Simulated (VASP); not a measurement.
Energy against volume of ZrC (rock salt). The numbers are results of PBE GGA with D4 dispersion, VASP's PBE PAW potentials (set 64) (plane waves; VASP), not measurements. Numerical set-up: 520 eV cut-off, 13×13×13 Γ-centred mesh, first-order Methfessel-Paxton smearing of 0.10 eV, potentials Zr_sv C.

```tsv
V (Å³/atom)	E (eV/atom)
12.101	-9.94262
12.487	-9.97067
12.873	-9.97950
13.260	-9.97180
```

Question: Fit these four points and predict the energy of the run at 13.646 Å³/atom.

Answer: A cubic in V^(−2/3), the third-order Birch-Murnaghan form, passes through the four points with V0 = 12.88 Å³/atom and B0 = 228 GPa, and gives -9.9500 eV/atom there. The run gave -9.9499 eV/atom, +0.1 meV/atom from the fit; all five points give B0 = 228 GPa.

The compound is ZrC in the rock salt structure. It was relaxed first.
